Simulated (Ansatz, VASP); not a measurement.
## Two plane-wave programs on Zn3P

```
Zn P
1.0
     4.00185    0.00000    0.00000
     0.00000    4.00185    0.00000
     0.00000    0.00000    4.00185
Zn P
3 1
Direct
  0.50000 0.50000 0.00000
  0.50000 0.00000 0.50000
  0.00000 0.50000 0.50000
  0.00000 0.00000 0.00000
```

Change from the starting cell: volume scaled by 1.02.

Alike in both runs: task single point; functional PBE; k mesh 7 × 7 × 7; occupations fermi-dirac, width 0.05 eV; no spin polarisation.

|  | VASP | Ansatz |
| --- | --- | --- |
| version | VASP 6.6.1 | Ansatz 0.2.0 |
| potentials or method | VASP PAW PBE potentials, release 64 (Zn, P) | Ansatz PAW |
| plane-wave cutoff (eV) | 520 | 420 |
| valence electrons in the cell | 41 | 41 |

VASP gave:

```
gap on the k mesh at the Fermi level (eV) : none
pressure (GPa)                            : -2.1
```

Q: What did Ansatz give for the same quantities?

A: gap on the k mesh at the Fermi level (eV): none; pressure (GPa): -2.3.

A gap of «none» marks a metal or a gap that the smearing closes. The functional is the same, so the differences come from potentials, cutoffs and numerics.
